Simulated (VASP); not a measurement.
Energy against volume of ZnSe (zinc blende). All values below come from AM05 GGA, VASP's PBE PAW potentials (set 64) (plane waves; VASP 6.6.1). Settings: 520 eV cut-off, 8×8×8 Γ-centred mesh, Gaussian smearing of 0.050 eV, potentials Zn Se.

```json
[
 {"V (Å³/atom)": "21.955", "E (eV/atom)": "-3.15255"},
 {"V (Å³/atom)": "22.634", "E (eV/atom)": "-3.15663"},
 {"V (Å³/atom)": "23.313", "E (eV/atom)": "-3.15280"},
 {"V (Å³/atom)": "23.992", "E (eV/atom)": "-3.14228"}
]
```

Task: Fit these four points and predict the energy of the run at 21.276 Å³/atom.

Result: A cubic in V^(−2/3), the third-order Birch-Murnaghan form, passes through the four points with V0 = 22.63 Å³/atom and B0 = 62 GPa, and gives -3.1391 eV/atom there. The run gave -3.1392 eV/atom, -0.0 meV/atom from the fit; all five points give B0 = 62 GPa.

The compound is ZnSe in the zinc blende structure. It was relaxed first.
